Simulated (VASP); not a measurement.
Level of theory: PBE GGA, VASP's PBE PAW potentials (set 64) (plane waves; VASP 6.6.1).

The input files of a VASP run:

POSCAR:
```
GaSb
4.3713550
  0.0000000000   0.7094491296   0.7047567631
  0.7121073443   0.0000000000   0.7047567631
  0.7121073443   0.7094491296   0.0000000000
Ga Sb
1 1
direct
  0.0000000000   0.0000000000   0.0000000000
  0.2425810000   0.2574190000   0.2574190000
```

**INCAR**
```
ALGO = Normal
EDIFF = 1E-3
ENCUT = 400
GGA = PE
ISIF = 2
ISMEAR = 0
LASPH = .True.
LCHARG = .False.
LMAXMIX = 4
LREAL = .False.
LWAVE = .False.
NELM = 100
PREC = Accurate
SIGMA = 0.05
SYSTEM = GaSb
```

File KPOINTS:
```
Automatic mesh
0
Gamma
7 7 7
0 0 0
```

POTCAR, in this order: Ga_d Sb (PBE.64 set). Program: vasp_std.

Unless said otherwise, spin-orbit coupling is left out, though it shifts the bands of the heavy elements here.

Problem. What does the run give for the energy per atom (σ→0), band gap (on the k-mesh)?

Solution. 
The energy per atom (σ→0) is -3.674 eV/atom and the band gap (on the k-mesh) comes out as 0.16 eV.

File OSZICAR:
```
...
DAV:   2    -0.233612151702E+01   -0.72700E+02   -0.70822E+02  2830   0.275E+02
DAV:   3    -0.731488047367E+01   -0.49788E+01   -0.49258E+01  3330   0.672E+01
DAV:   4    -0.739757282097E+01   -0.82692E-01   -0.82664E-01  3047   0.977E+00
DAV:   5    -0.739968118584E+01   -0.21084E-02   -0.21083E-02  3350   0.132E+00    0.305E+00
DAV:   6    -0.735904896543E+01    0.40632E-01   -0.72407E-02  3488   0.465E+00    0.183E+00
DAV:   7    -0.734798398201E+01    0.11065E-01   -0.41323E-02  2988   0.187E+00    0.346E-01
DAV:   8    -0.734893281097E+01   -0.94883E-03   -0.48316E-03  2977   0.952E-01
   1 F= -.73489328E+01 E0= -.73489274E+01  d E =-.109085E-04
```

The compound is GaSb in the zinc blende structure. The cell was not relaxed at this level, atoms are displaced from their ideal sites. The run is one of a series of settings (EDIFF = 1E-3 against the base run), some of them coarse on purpose.
